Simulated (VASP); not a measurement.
# Which native defect does Sb2Pt (Geversite) form most easily?, part 3 of 6

Which native defect is cheapest in Sb2Pt (Geversite), and how does that change with the growth condition? The start is a cell from a database of measured crystal structures.

VASP 6.6.1, plane waves and PAW; the level of theory is named at each step.

So far. Step 2 (The host at zero pressure): The run ended after 4 ionic steps, 0.010 eV below its first step, once forces and stress met EDIFFG = -0.03. Step 3 (The perfect supercell): The host is treated as a metal, as its relaxation found a gap under 0.3 eV or none, and only the neutral defect is run.

## 4. Reference Pt

This step: PBEsol; plane waves and PAW (Pt) (VASP 6.6.1).

System of this step: Pt. The structure is cubic, space group Fm-3m (No. 225). The conventional cell has a = 3.920 Å, b = 3.920 Å, c = 3.920 Å, α = 90.00°, β = 90.00°, γ = 90.00°. Pt has 12 Pt at 2.77 Å nearest.

The reference for Pt is its crystal, relaxed at the cutoff of the large cell.

The input, INCAR:

```
SYSTEM = Pt
PREC = Normal
ENCUT = 300
EDIFF = 1E-05
NELM = 120
ISMEAR = 1
SIGMA = 0.1
LREAL = Auto
ALGO = Fast
GGA = PS
NBANDS = 11
LASPH = .TRUE.
LORBIT = 11
LWAVE = .FALSE.
LCHARG = .FALSE.
KPAR = 8
IBRION = 2
NSW = 25
ISIF = 3
EDIFFG = -0.02
POTIM = 0.4
```

The input, POSCAR:

```
Pt
1.0
    0.0000000000      1.9600000000      1.9600000000
    1.9600000000      0.0000000000      1.9600000000
    1.9600000000      1.9600000000      0.0000000000
Pt
1
Direct
    0.0000000000      0.0000000000      0.0000000000
```

The input, KPOINTS:

```
Automatic mesh
0
Gamma
12 12 12
0 0 0
```

Potentials, in the order of the species: Pt (PBE family, release 64).

The run is started by

```
> mpirun -np 8 vasp_std
```

Log:

```text
[banner, memory and clock lines left out]
running    8 mpi-ranks, on    1 nodes
 distrk:  each k-point on    1 cores,    8 groups
 distr:  one band on    1 cores,    1 groups

 POSCAR found type information on POSCAR Pt
 POSCAR found :  1 types and       1 ions
|                                                                             |
|           W    W    AA    RRRRR   N    N  II  N    N   GGGG   !!!           |
|           W    W   A  A   R    R  NN   N  II  NN   N  G    G  !!!           |
|           W    W  A    A  R    R  N N  N  II  N N  N  G       !!!           |
|           W WW W  AAAAAA  RRRRR   N  N N  II  N  N N  G  GGG   !            |
|           WW  WW  A    A  R   R   N   NN  II  N   NN  G    G                |
|           W    W  A    A  R    R  N    N  II  N    N   GGGG   !!!           |
|                                                                             |
|     For optimal performance we recommend to set                             |
|       NCORE = 2 up to number-of-cores-per-socket                            |
|     NCORE specifies how many cores store one orbital (NPAR=cpu/NCORE).      |
|     This setting can greatly improve the performance of VASP for DFT.       |
|     The default, NCORE=1 might be grossly inefficient on modern             |
|     multi-core architectures or massively parallel machines. Do your        |
|     Unfortunately you need to use the default for GW and RPA                |
|     calculations (for HF NCORE is supported but not extensively tested      |
|     yet).                                                                   |
|                                                                             |

|                                                                             |
|               ----> ADVICE to this user running VASP <----                  |
|                                                                             |
|     You have a (more or less) 'small supercell' and for smaller cells       |
|     it is recommended to use the reciprocal-space projection scheme!        |
|     The real-space optimization is not efficient for small cells and it     |
|     is also less accurate ...                                               |
|     Therefore, set LREAL=.FALSE. in the INCAR file.                         |
|                                                                             |

 [... a notice as in an earlier step ...]

 LDA part: xc-table for (Slater+PW92), standard interpolation
 POSCAR, INCAR and KPOINTS ok, starting setup
 FFT: planning ... GRIDC
 FFT: planning ... GRID_SOFT
 FFT: planning ... GRID
 WAVECAR not read
 entering main loop
       N       E                     dE             d eps       ncg     rms          rms(c)
DAV:   1     0.191979539815E+02    0.19198E+02   -0.37620E+03  1904   0.512E+02
DAV:   2    -0.713986434773E+01   -0.26338E+02   -0.25492E+02  1845   0.126E+02
DAV:   3    -0.741459908128E+01   -0.27473E+00   -0.27450E+00  1838   0.119E+01
DAV:   4    -0.741564001220E+01   -0.10409E-02   -0.10409E-02  1812   0.855E-01
DAV:   5    -0.741564819081E+01   -0.81786E-05   -0.81795E-05  1851   0.695E-02    0.134E+01
RMM:   6    -0.701958808749E+01    0.39606E+00   -0.39245E-01  1584   0.525E+00    0.686E+00
RMM:   7    -0.697638778844E+01    0.43200E-01   -0.76519E-02  1584   0.247E+00    0.256E+00
RMM:   8    -0.697310383281E+01    0.32840E-02   -0.13319E-02  1584   0.943E-01    0.875E-01
RMM:   9    -0.697203005338E+01    0.10738E-02   -0.18808E-03  1584   0.357E-01    0.462E-02
RMM:  10    -0.697204842514E+01   -0.18372E-04   -0.18083E-04  1544   0.914E-02    0.376E-02
RMM:  11    -0.697204557891E+01    0.28462E-05   -0.12533E-05  1232   0.265E-02
   1 F= -.69720456E+01 E0= -.69712778E+01  d E =-.697205E+01
 curvature:   0.00 expect dE= 0.000E+00 dE for cont linesearch  0.000E+00
 trial: gam= 0.00000 g(F)=  0.281E-63 g(S)=  0.174E-02 ort = 0.000E+00 (trialstep = 0.100E+01)
 search vector abs. value=  0.174E-02
 bond charge predicted
       N       E                     dE             d eps       ncg     rms          rms(c)
DAV:   1    -0.698926724292E+01   -0.17219E-01   -0.35820E-01  1656   0.550E+00    0.965E-01
RMM:   2    -0.697177584375E+01    0.17491E-01   -0.18468E-02  1584   0.110E+00    0.355E-01
RMM:   3    -0.697097888295E+01    0.79696E-03   -0.17188E-03  1584   0.365E-01    0.197E-01
RMM:   4    -0.697107850882E+01   -0.99626E-04   -0.29510E-04  1574   0.136E-01    0.262E-02
RMM:   5    -0.697107168114E+01    0.68277E-05   -0.38527E-05  1464   0.484E-02
   2 F= -.69710717E+01 E0= -.69702655E+01  d E =0.973898E-03
 trial-energy change:    0.000974  1 .order    0.000885   -0.001736    0.003506
 step:   0.3094(harm=  0.3311)  dis= 0.00000  next Energy=    -6.972311 (dE=-0.266E-03)
 bond charge predicted
       N       E                     dE             d eps       ncg     rms          rms(c)
DAV:   1    -0.698062954765E+01   -0.95510E-02   -0.16808E-01  1692   0.380E+00    0.637E-01
RMM:   2    -0.697273170347E+01    0.78978E-02   -0.84121E-03  1584   0.744E-01    0.262E-01
RMM:   3    -0.697226047339E+01    0.47123E-03   -0.91250E-04  1584   0.266E-01    0.137E-01
RMM:   4    -0.697227930416E+01   -0.18831E-04   -0.10207E-04  1571   0.805E-02    0.841E-03
RMM:   5    -0.697228020674E+01   -0.90258E-06   -0.13687E-05  1192   0.266E-02
   3 F= -.69722802E+01 E0= -.69715009E+01  d E =-.234628E-03
 curvature:  -0.17 expect dE=-0.160E-07 dE for cont linesearch -0.160E-07
 trial: gam=-0.00741 g(F)=  0.117E-64 g(S)=  0.966E-07 ort = 0.129E-04 (trialstep = 0.862E+00)
 search vector abs. value=  0.105E-09
 reached required accuracy - stopping structural energy minimisation
```

Elapsed: 3 s, on 8 MPI ranks of AMD EPYC 9R45, shared host; peak memory 0.69 GiB.

OUTCAR, selected parts (step 4):

```text
  LATTYP: Found a face centered cubic cell.
 ALAT       =     3.9200000000

 Subroutine GETGRP returns: Found 48 space group operations
 (whereof 48 operations were pure point group operations)

The static configuration has the point symmetry O_h .

 Found     72 irreducible k-points:

   k-points           NKPTS =     72   k-points in BZ     NKDIM =     72   number of bands    NBANDS=     11

   dimension x,y,z NGX =    12 NGY =   12 NGZ =   12
   dimension x,y,z NGXF=    24 NGYF=   24 NGZF=   24

   ENCUT  =  300.0 eV  22.05 Ry    4.70 a.u.   3.91  3.91  3.91*2*pi/ulx,y,z

   NELECT =      10.0000    total number of electrons

 E-fermi :  11.2407

 k-point     1 :       0.0000    0.0000    0.0000
  band No.  band energies     occupation
    ...
      2       7.3837      2.00000
      3       7.3837      2.00000
      4       7.3837      2.00000
      5       9.5850      2.00000
      6       9.5850      2.00000
      7      25.8148      0.00000
      8      30.8047      0.00000
      9      30.8047      0.00000
     10      30.8047      0.00000
     11      36.1250      0.00000

 k-point     2 :       0.0833    0.0000    0.0000
  band No.  band energies     occupation
    ...
      2       7.2603      2.00000
      3       7.4928      2.00000
      4       7.4928      2.00000
      5       9.5255      2.00000
      6       9.5255      2.00000
      7      26.2472      0.00000
      8      29.4687      0.00000
      9      31.2366      0.00000
     10      31.2366      0.00000
     11      37.5109      0.00000

  Total       -0.0009135     -0.0009135     -0.0009135      0.0000000      0.0000000     -0.0000000
  in kB       -0.0976165     -0.0976165     -0.0976165      0.0000000      0.0000000     -0.0000000
  external PRESSURE =      -0.0976165 kB  Pullay stress =       0.0000000 kB

  energy-cutoff  :      300.00
  volume of cell :       14.99
      direct lattice vectors                 reciprocal lattice vectors
    -0.000000000  1.957134143  1.957134143    -0.255475590  0.255475590  0.255475590
     1.957134143  0.000000000  1.957134143     0.255475590 -0.255475590  0.255475590
     1.957134143  1.957134143  0.000000000     0.255475590  0.255475590 -0.255475590

 POSITION                                       TOTAL-FORCE (eV/Angst)
 -----------------------------------------------------------------------------------
      0.00000      0.00000      0.00000        -0.000000     -0.000000     -0.000000
 -----------------------------------------------------------------------------------
    total drift:                               -0.000000     -0.000000     -0.000000

  FREE ENERGIE OF THE ION-ELECTRON SYSTEM (eV)
  ---------------------------------------------------
  free  energy   TOTEN  =        -6.9722802067 eV

  energy  without entropy=       -6.9699424078  energy(sigma->0) =       -6.97150094

 total charge
# of ion       s       p       d       tot
------------------------------------------
    1        0.634   0.620   8.039   9.294

[... 1 part as in an earlier step ...]

[... 7 further parts left out ...]
```

CONTCAR:

```
Pt
   1.00000000000000
    -0.0000000000000000    1.9571341428073323    1.9571341428073323
     1.9571341428073323    0.0000000000000000    1.9571341428073323
     1.9571341428073323    1.9571341428073323    0.0000000000000000
  Pt
     1
Direct
     0.0000000000000000    0.0000000000000000    0.0000000000000000
```

The run keeps the 48 symmetry operations of its start, so it cannot find a distortion of lower symmetry.

Step by step:

```tsv
step	energy less that of the first step (eV)	largest force (eV/Å)	pressure (GPa)	volume (Å³)
1	0.0000	0.0000	-1.30	15.06
2	0.0010	0.0000	2.67	14.85
3	-0.0002	0.0000	-0.01	14.99
```

```tsv
conventional cell, symmetrised	before	after	change
a (Å)	3.920	3.914	-0.1 %
b (Å)	3.920	3.914	-0.1 %
c (Å)	3.920	3.914	-0.1 %
volume (Å³/atom)	15.06	14.99	-0.4 %
```

The relaxed structure:

```xyz
1
Lattice="0.0000 1.9571 1.9571 1.9571 0.0000 1.9571 1.9571 1.9571 0.0000" Properties=species:S:1:pos:R:3 pbc="T T T"
Pt    0.0000    0.0000    0.0000
```

This step gave:

```
electronic cycles       : 21
electrons               : 10
free energy (TOTEN)     : -6.972 eV
energy at zero smearing : -6.972 eV
Fermi energy            : 11.24 eV
```

The run ended after 3 ionic steps, 0.000 eV below its first step, once forces and stress met EDIFFG = -0.02.

Energy at zero smearing: -6.97150 eV.

## 5. Reference Sb

This step: PBEsol; plane waves and PAW (Sb) (VASP 6.6.1).

System of this step: Sb. The structure is trigonal, space group R-3m (No. 166). Conventional cell: a = 4.345 Å, b = 4.345 Å, c = 11.243 Å, α = 90.00°, β = 90.00°, γ = 120.00°. Nearest to Sb lie 3 Sb at 2.92 Å.

The reference for Sb is its crystal, relaxed at the cutoff of the large cell.

The input, INCAR:

```
SYSTEM = Sb
PREC = Normal
ENCUT = 300
EDIFF = 1E-05
NELM = 120
ISMEAR = 0
SIGMA = 0.1
LREAL = Auto
ALGO = Fast
GGA = PS
NBANDS = 11
LORBIT = 11
LWAVE = .FALSE.
LCHARG = .FALSE.
KPAR = 8
LASPH = .TRUE.
IBRION = 2
NSW = 25
ISIF = 3
EDIFFG = -0.02
POTIM = 0.4
```

The input, POSCAR:

```
Sb
1.0
    3.9521431270     -2.1727090702      0.0000000000
    3.9521431270      2.1727090702      0.0000000000
    2.7576862078      0.0000000000      3.5686505544
Sb
2
Direct
    0.7670000000      0.7670000000      0.7670000000
    0.2330000000      0.2330000000      0.2330000000
```

The input, KPOINTS:

```
Automatic mesh
0
Gamma
8 8 8
0 0 0
```

PAW data sets: Sb (PBE family, release 64).

The run is started by

```
> mpirun -np 8 vasp_std
```

Log:

```text
[banner, memory and clock lines left out]
running    8 mpi-ranks, on    1 nodes
 distrk:  each k-point on    1 cores,    8 groups
 distr:  one band on    1 cores,    1 groups

 POSCAR found type information on POSCAR Sb
 POSCAR found :  1 types and       2 ions
 [... a notice as in an earlier step ...]

 [... a notice as in an earlier step ...]

 [... a notice as in an earlier step ...]

 LDA part: xc-table for (Slater+PW92), standard interpolation
 POSCAR, INCAR and KPOINTS ok, starting setup
 FFT: planning ... GRIDC
 FFT: planning ... GRID_SOFT
 FFT: planning ... GRID
 WAVECAR not read
 entering main loop
       N       E                     dE             d eps       ncg     rms          rms(c)
DAV:   1     0.221630267768E+02    0.22163E+02   -0.26664E+03  1430   0.457E+02
DAV:   2    -0.789164942823E+01   -0.30055E+02   -0.28983E+02  1938   0.928E+01
DAV:   3    -0.912232072334E+01   -0.12307E+01   -0.12245E+01  1718   0.206E+01
DAV:   4    -0.913189629255E+01   -0.95756E-02   -0.95749E-02  1592   0.226E+00
DAV:   5    -0.913200160790E+01   -0.10532E-03   -0.10532E-03  1649   0.243E-01    0.286E+00
RMM:   6    -0.912219976314E+01    0.98018E-02   -0.15893E-03  1430   0.277E-01    0.172E+00
RMM:   7    -0.911607606420E+01    0.61237E-02   -0.54478E-03  1430   0.510E-01    0.551E-02
RMM:   8    -0.911615850461E+01   -0.82440E-04   -0.53576E-04  1431   0.196E-01    0.198E-02
RMM:   9    -0.911617754903E+01   -0.19044E-04   -0.11258E-04  1419   0.883E-02    0.734E-03
RMM:  10    -0.911617882217E+01   -0.12731E-05   -0.20089E-05  1009   0.380E-02
   1 F= -.91161788E+01 E0= -.91155356E+01  d E =-.911618E+01
 curvature:   0.00 expect dE= 0.000E+00 dE for cont linesearch  0.000E+00
 trial: gam= 0.00000 g(F)=  0.220E-02 g(S)=  0.274E-02 ort = 0.000E+00 (trialstep = 0.100E+01)
 search vector abs. value=  0.494E-02
 bond charge predicted
       N       E                     dE             d eps       ncg     rms          rms(c)
DAV:   1    -0.912178907492E+01   -0.56115E-02   -0.10007E-01  1553   0.149E+00    0.194E-01
RMM:   2    -0.912024474926E+01    0.15443E-02   -0.19995E-03  1430   0.307E-01    0.119E-01
RMM:   3    -0.911941571475E+01    0.82903E-03   -0.14516E-03  1430   0.202E-01    0.176E-02
RMM:   4    -0.911942300207E+01   -0.72873E-05   -0.98813E-05  1430   0.731E-02
   2 F= -.91194230E+01 E0= -.91186921E+01  d E =-.324418E-02
[...]
3 F= -.91198213E+01 E0= -.91190531E+01  d E =-.364245E-02
[...]
4 F= -.91215198E+01 E0= -.91206916E+01  d E =-.169851E-02
[...]
5 F= -.91216122E+01 E0= -.91207717E+01  d E =-.179090E-02
[...]
6 F= -.91216145E+01 E0= -.91207719E+01  d E =-.179324E-02
[...]
7 F= -.91216142E+01 E0= -.91207703E+01  d E =-.179290E-02
 curvature:  -1.13 expect dE=-0.125E-03 dE for cont linesearch -0.327E-06
 ZBRENT: bracketing found
 ZBRENT: accuracy reached
 trial: gam= 0.10427 g(F)=  0.424E-05 g(S)=  0.107E-03 ort =-0.306E-04 (trialstep = 0.116E+01)
 search vector abs. value=  0.140E-03
 bond charge predicted
       N       E                     dE             d eps       ncg     rms          rms(c)
DAV:   1    -0.912173521502E+01   -0.12109E-03   -0.29712E-03  1594   0.276E-01    0.258E-02
RMM:   2    -0.912171596718E+01    0.19248E-04   -0.89953E-05  1427   0.658E-02    0.161E-02
RMM:   3    -0.912170421406E+01    0.11753E-04   -0.23604E-05  1255   0.286E-02    0.240E-03
RMM:   4    -0.912170442966E+01   -0.21561E-06   -0.21276E-06   760   0.114E-02
   8 F= -.91217044E+01 E0= -.91208707E+01  d E =-.902574E-04
 trial-energy change:   -0.000090  1 .order   -0.000090   -0.000125   -0.000054
 step:   2.0300(harm=  2.0300)  dis= 0.00097  next Energy=    -9.121724 (dE=-0.110E-03)
 reached required accuracy - stopping structural energy minimisation
```

The job ended after 8 s (8 MPI ranks; peak memory 0.92 GiB; 57 s of CPU time).

From OUTCAR (step 5):

```text
   k-points           NKPTS =     65   k-points in BZ     NKDIM =     65   number of bands    NBANDS=     11

   ENCUT  =  300.0 eV  22.05 Ry    4.70 a.u.   6.37  6.37  6.37*2*pi/ulx,y,z

   NELECT =      10.0000    total number of electrons

 E-fermi :   7.1753

 k-point     1 :       0.0000    0.0000    0.0000
  band No.  band energies     occupation
      1      -5.5637      2.00000
      2       2.3612      2.00000
      3       5.1807      2.00000
      4       5.3291      2.00000
      5       5.3291      2.00000
      6       9.3463      0.00000
      7       9.8976      0.00000
      8       9.8976      0.00000
      9      12.1137      0.00000
     10      12.1137      0.00000
    ...

  Total       -0.0263793      0.0110627      0.0068681      0.0000000      0.0000000     -0.0125322
  in kB       -0.7012752      0.2940933      0.1825825      0.0000000      0.0000000     -0.3331581
  external PRESSURE =      -0.0748665 kB  Pullay stress =       0.0000000 kB

 POSITION                                       TOTAL-FORCE (eV/Angst)
 -----------------------------------------------------------------------------------
      8.07488      0.00000      2.70273         0.005573      0.000000      0.001865
      2.47877      0.00000      0.82966        -0.005573     -0.000000     -0.001865
 -----------------------------------------------------------------------------------
    total drift:                               -0.000000     -0.000000     -0.000000

  FREE ENERGIE OF THE ION-ELECTRON SYSTEM (eV)
  ---------------------------------------------------
  free  energy   TOTEN  =        -9.1217044297 eV

  energy  without entropy=       -9.1200370301  energy(sigma->0) =       -9.12087073

[... 1 part as in an earlier step ...]

[... 15 further parts left out ...]
```

The run keeps the 12 symmetry operations of its start, so it cannot find a distortion of lower symmetry.

The steps of the relaxation:

```tsv
step	energy less that of the first step (eV)	largest force (eV/Å)	pressure (GPa)	volume (Å³)
1	0.0000	0.1687	-0.56	61.29
2	-0.0032	0.1478	0.09	60.52
3	-0.0036	0.1269	0.33	60.17
4	-0.0053	0.0273	0.06	60.30
5	-0.0054	0.0020	-0.02	60.33
6	-0.0054	0.0048	-0.04	60.33
7	-0.0054	0.0074	-0.05	60.34
8	-0.0055	0.0059	-0.01	60.27
```

```tsv
conventional cell, symmetrised	before	after	change
a (Å)	4.345	4.331	-0.3 %
b (Å)	4.345	4.331	-0.3 %
c (Å)	11.243	11.129	-1.0 %
volume (Å³/atom)	30.64	30.13	-1.7 %
```

The atoms that moved most (Å, as changes of fractional coordinates times the final cell):

```tsv
atom	dx	dy	dz	length
Sb1	-0.020	0.000	-0.007	0.021
Sb2	0.020	0.000	0.007	0.021
```

Final coordinates:

```cif
data_structure
_symmetry_space_group_name_H-M 'P 1'
_symmetry_Int_Tables_number 1
_cell_length_a 4.4738
_cell_length_b 4.4738
_cell_length_c 4.4738
_cell_angle_alpha 57.902
_cell_angle_beta 57.902
_cell_angle_gamma 57.902
_cell_volume 60.27
loop_
_atom_site_label
_atom_site_type_symbol
_atom_site_fract_x
_atom_site_fract_y
_atom_site_fract_z
_atom_site_occupancy
Sb1 Sb 0.76513 0.76513 0.76513 1
Sb2 Sb 0.23487 0.23487 0.23487 1
```

This step gave:

```
electronic cycles       : 32
free energy (TOTEN)     : -9.122 eV
energy at zero smearing : -9.121 eV
Fermi energy            : 7.175 eV
```

The run ended after 8 ionic steps, 0.006 eV below its first step, once forces and stress met EDIFFG = -0.02.

Energy at zero smearing: -9.12087 eV.

(Continued in part 4 of 6.)

[Lines on the potential files, build, host, timing and source positions are cut from VASP's logs without a mark.]

[Logs are printed without paths, hosts, clocks, repeated set-up lines and the standing remarks that a program may print on its own settings, such as how far it seeks lower states.]

[Hosts, paths, dates, database ids (printed as entryN), source tags and the programs' standing remarks are cut or masked in the printed files.]

[In band tables of VASP the shares of atoms and orbitals are scaled to a sum of 1 inside the atoms' spheres.]

[Runs that stopped without an error message from VASP are left out.]
